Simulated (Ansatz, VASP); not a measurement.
# Si: programs and potentials compared

The starting cell:

```
Si
1.0
     0.00000    2.72185    2.72185
     2.72185    0.00000    2.72185
     2.72185    2.72185    0.00000
Si
2
Direct
  0.50000 0.50000 0.50000
  0.75000 0.75000 0.75000
```

Alike in all runs: task relaxation of cell and atoms; functional PBEsol; dispersion D3(BJ); k mesh 8 × 8 × 8; occupations fermi-dirac, width 0.05 eV; no spin polarisation; no spin-orbit coupling.

| program and potentials | plane-wave cutoff (eV) | notes | equilibrium volume (Å³/atom) |
| --- | --- | --- | --- |
| Ansatz, Ansatz PAW | 420 | potentials made for PBE, which Ansatz adapts in part | 19.63 |
| VASP, PBE PAW files Si, 600 eV | 600 | potentials made for PBE | 19.66 |
| Ansatz, all-electron LAPW, scalar-relativistic | - | - | 19.62 |

The equilibrium volume spans 19.62 (Ansatz, all-electron LAPW, scalar-relativistic) to 19.66 Å³/atom (VASP, PBE PAW files Si, 600 eV), with all-electron results at 19.62. Relaxations stop with a little pressure left, so the last digit of a volume isn't settled.

The functional is the same throughout but for its coding, so the spread measures potentials, basis and numerics; runs on potential files found faulty are left out.
